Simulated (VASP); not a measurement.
Consider the following.

```
NaCl
1.0
    0.00000     2.84239     2.84239
    2.84239     0.00000     2.84239
    2.84239     2.84239     0.00000
Na Cl
1 1
Direct
  0.00000   0.00000   0.00000
  0.50000   0.50000   0.50000
```

The numbers are results of AM05 GGA, VASP's PBE PAW potentials (set 64) (plane waves; VASP), not measurements. Run with 520 eV cut-off, 8×8×8 Γ-centred mesh, Gaussian smearing of 0.050 eV, potentials Na_pv Cl.

### Question
Estimate the energy per atom (σ→0), band gap (on the k-mesh) with the smallest direct gap where there is one.

### Answer

| Quantity | Value |
|---|---|
| band gap (on the k-mesh) | 5.04 eV |
| smallest direct gap (on the k-mesh) | 5.04 eV |
| energy per atom (σ→0) | -3.345 eV/atom |

Total energies compare only between runs with the same potentials, cut-off and functional.

The compound is NaCl in the rock salt structure. It was relaxed first.
